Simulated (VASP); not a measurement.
Wanted: the native input for a VASP 6.6.1 run.

* Task: single point
* Functional: PBE
* Potentials or basis: VASP PAW PBE potentials, release 64 (Bi_d, O, Ba_sv)
* Cutoff: 520 eV
* k mesh: 1 × 1 × 1
* Occupations: fermi-dirac, width 0.05 eV
* Spin: no spin polarisation
* Dipole correction: no
* Further INCAR settings: LREAL = Auto; ALGO = Normal; EDIFF = 1e-06; NBANDS = 94; ISYM = 0

The structure of BaBi6O10 lies in POSCAR:

```
BaBi6O10
1.0
    6.8988500000      0.3663110000     -0.3031620000
    0.3663110000      6.5432810000      0.0645600000
   -0.3031620000      0.0645600000      6.7022220000
Bi O Ba
6 10 1
Direct
    0.5290809669      0.8649573334      0.9632889807
    0.5914281634      0.1190940402      0.4971125746
    0.5867167632      0.3631161193      0.9724812832
    0.0967239474      0.0974344072      0.2154468563
    0.4162618457      0.5983715287      0.4635478962
    0.8894492507      0.6852945657      0.3207720658
    0.9225825845      0.3705119855      0.0483552660
    0.4307036598      0.3479259783      0.2476466583
    0.5531173302      0.8158876040      0.2875957335
    0.1849051381      0.7400287389      0.2825468861
    0.8814376271      0.9574546916      0.5074288973
    0.4657183129      0.8429695077      0.6315659171
    0.2470933513      1.0158797324      0.9891176567
    0.3569381962      0.3674566362      0.6658238263
    0.7094653629      0.4211691585      0.5700879884
    0.8783287899      0.9108725646      0.0783977284
    0.0479149414      0.2538863280      0.7132534685
```

The cell was built by a generator and needn't be a form met in nature.

These files were run (other wordings do the same):

INCAR

```
SYSTEM = BaBi6O10
  PREC = Accurate
  ENCUT = 520
  EDIFF = 1E-6
  ISMEAR = -1
  SIGMA = 0.05
  LREAL = Auto
  LASPH = .True.
  NELM = 100
  ALGO = Normal
  ISIF = 2
  LWAVE = .False.
  LCHARG = .False.
  GGA = PE
  NBANDS = 94
  ISYM = 0
```

KPOINTS

```
Automatic mesh
0
Gamma
  1 1 1
  0 0 0
```

Potentials or basis: VASP PAW PBE potentials, release 64 (Bi_d, O, Ba_sv).

Run with:

```bash
$ cat potpaw_PBE.64/Bi_d/POTCAR potpaw_PBE.64/O/POTCAR potpaw_PBE.64/Ba_sv/POTCAR > POTCAR
$ mpirun -np 1 vasp_gam > vasp.out
```

Results of the run:

```yaml
Pressure: 11.0 GPa
Largest_force: 2.189 eV/Å
Band_gap_on_the_k_mesh: 1.78 eV, direct
```

Caveat: spin-orbit coupling is left out, which as a rule narrows the gap of such compounds by several tenths of an eV.

Run time: 70 s on 1 thread of Intel(R) Xeon(R) Platinum 8488C (Sapphire Rapids), on a shared host, peak memory 0.35 GiB.
